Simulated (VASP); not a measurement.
Tc3Sn: relaxation of cell and atoms with PBEsol

Crystal: Tc3Sn.

```xyz
4
Lattice="2.9416 0.0000 0.0000 -1.4708 2.5475 0.0000 0.0000 0.0000 8.6334" Properties=species:S:1:pos:R:3 pbc="T T T"
Tc    0.0000    1.6983    4.3167
Tc    1.4708    0.8492    2.2601
Tc    1.4708    0.8492    6.3734
Sn    0.0000    1.6983    0.0000
```

The cell comes from a database or a generator and needn't be the stable form of this composition.

```
Program                : VASP 6.6.1
Task                   : relaxation of cell and atoms
Functional             : PBEsol
Potentials or basis    : VASP PAW PBE potentials, release 64 (Tc_pv, Sn_d)
Cutoff                 : 600 eV
k mesh                 : 9 × 9 × 3
Occupations            : fermi-dirac, width 0.05 eV
Spin                   : no spin polarisation
Dipole correction      : no
Further INCAR settings : ALGO = Normal; EDIFF = 1e-07; IBRION = 2; EDIFFG = -0.02; NSW = 80; ISIF = 8
```

| Item | Value |
| --- | --- |
| Relaxed volume | 15.50 Å³/atom |
| Relaxed cell | a = 2.900 Å, b = 2.900 Å, c = 8.512 Å, α = 90.00°, β = 90.00°, γ = 120.00° |
| Space group after relaxing (to 0.05 Å) | P-6m2 (No. 187) |
| Energy gained by relaxing | 21.0 meV/atom |
| Ionic steps | 8 |
| Pressure after relaxing | 0.0 GPa |
| Band gap on the k mesh | none (metal or under the smearing width) |

Forces on the atoms (eV/Å):
```
Tc   0.000  0.000  0.000
Tc   0.000  0.000  0.002
Tc   0.000  0.000 -0.002
Sn   0.000  0.000  0.000
```

Stress tensor (GPa, compression positive):
```
-0.07  0.00  0.00
 0.00 -0.07  0.00
 0.00  0.00  0.19
```

Step by step:
| step | energy change (eV) | largest force (eV/Å) | pressure (GPa) | volume (Å³) |
| --- | --- | --- | --- | --- |
| 1 | 0.0000 | 0.1969 | -9.58 | 64.70 |
| 2 | 0.4589 | 0.7537 | 31.75 | 56.06 |
| 3 | -0.0837 | 0.0336 | -0.42 | 62.12 |
| 4 | -0.0838 | 0.0422 | -0.07 | 62.03 |
| 5 | -0.0838 | 0.0474 | 0.15 | 61.98 |
| 6 | -0.0839 | 0.0038 | -0.34 | 62.09 |
| 7 | -0.0839 | 0.0226 | -0.13 | 62.04 |
| 8 | -0.0839 | 0.0024 | 0.01 | 61.99 |

Final structure:
```cif
data_structure
_symmetry_space_group_name_H-M 'P 1'
_symmetry_Int_Tables_number 1
_cell_length_a 2.9000
_cell_length_b 2.9000
_cell_length_c 8.5115
_cell_angle_alpha 90.000
_cell_angle_beta 90.000
_cell_angle_gamma 120.000
_cell_volume 61.99
loop_
_atom_site_label
_atom_site_type_symbol
_atom_site_fract_x
_atom_site_fract_y
_atom_site_fract_z
_atom_site_occupancy
Tc1 Tc 0.33333 0.66667 0.50000 1
Tc2 Tc 0.66667 0.33333 0.26176 1
Tc3 Tc 0.66667 0.33333 0.73824 1
Sn1 Sn 0.33333 0.66667 0.00000 1
```

Levels at points of the mesh, in eV from the Fermi level:
```
           k point  band 22  band 23  band 24  band 25  band 26  band 27  band 28  band 29  band 30  band 31
(0.00, 0.00, 0.00)    -1.97    -1.97    -1.15    -1.15    -0.55    -0.11    -0.11     1.07     1.30     1.30
```

Wall time 3.8 min on 1 thread of Intel(R) Xeon(R) Platinum 8488C (Sapphire Rapids), with other jobs on the host, peak memory 0.23 GiB.

Caveat: the PAW data sets were made with another functional, which shifts forces and pressure a little.
